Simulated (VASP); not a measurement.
Data:

```yaml
crystal:
  lattice:
    - [0.00000, 2.31705, 2.31705]
    - [2.31705, 0.00000, 2.31705]
    - [2.31705, 2.31705, 0.00000]
  atoms:
    - { symbol: Na, position: [0.00000, 0.00000, 0.00000] }
    - { symbol: F, position: [0.50000, 0.50000, 0.50000] }
```

These are optB86b-vdW, VASP's PBE PAW potentials (set 64) (plane waves; VASP) values and carry that method's errors. Numerical set-up: 520 eV cut-off, 11×11×11 Γ-centred mesh, tetrahedra with Blöchl corrections, potentials Na_pv F.

Task: What does the run give for the energy per atom (σ→0), band gap (on the k-mesh) with the smallest direct gap where there is one?

Result: 
```json
{
 "band gap (on the k-mesh)": "6.38 eV",
 "smallest direct gap (on the k-mesh)": "6.38 eV",
 "energy per atom (σ→0)": "-2.309 eV/atom"
}
```

Total energies compare only between runs with the same potentials, cut-off and functional.

The compound is NaF in the rock salt structure. It was relaxed first.
